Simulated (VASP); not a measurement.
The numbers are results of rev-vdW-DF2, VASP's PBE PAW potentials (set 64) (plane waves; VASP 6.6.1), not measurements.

A VASP calculation is set up with these files.

File KPOINTS:
```
Automatic mesh
0
gamma
  8 8 8
```

INCAR:
```
! general
SYSTEM    =  Ni3Al
PREC      =  Accurate
ENCUT     =  520
LREAL     =  .FALSE.
LASPH     =  .TRUE.   ! aspherical one-centre terms

! electronic loop
EDIFF     =  1E-6   ! SCF stop (eV)
NELM      =  100
ALGO      =  Normal   ! blocked Davidson
LMAXMIX   =  4   ! l cut-off of mixed one-centre charges

! smearing
ISMEAR    =  1   ! Methfessel-Paxton
SIGMA     =  0.1   ! width (eV)

! functional
GGA       =  MK
LUSE_VDW  =  .TRUE.
AGGAC     =  0.0
PARAM1    =  0.1234568
PARAM2    =  0.7114
ZAB_VDW   =  -1.8867

! spin
ISPIN     =  2   ! spin-polarised
MAGMOM    =  -0.0 0.2 0.2 0.2

! ions
IBRION    =  2   ! conjugate gradients
NSW       =  60
ISIF      =  3   ! ions, shape and volume
EDIFFG    =  -0.02

! output
LWAVE     =  .FALSE.
LCHARG    =  .FALSE.
LORBIT    =  10
```

### POSCAR
```
Ni3Al
1.0
  3.5442658352   0.0000000000   0.0000000000
  0.0000000000   3.5442658352   0.0000000000
  0.0000000000   0.0000000000   3.5442658352
Al Ni
1 3
Cart
  0.0000000000   0.0000000000   0.0000000000
  0.0000000000   1.7721329176   1.7721329176
  1.7721329176   0.0000000000   1.7721329176
  1.7721329176   1.7721329176   0.0000000000
```

POTCAR, in this order: Al Ni (PBE.64 set). Program: vasp_std.

What will the output report for the number of irreducible k-points (NKPTS), largest plane-wave count, number of space-group operations, FFT grid (NGX, NGY, NGZ)?

```json
{
 "number of irreducible k-points (NKPTS)": "35",
 "largest_plane_wave_count": "1222",
 "number_of_space_group_operations": "48",
 "FFT grid (NGX, NGY, NGZ)": "28 × 28 × 28"
}
```

The compound is Ni3Al in the L1_2 structure. It was relaxed first. The start is the result of an earlier pass.
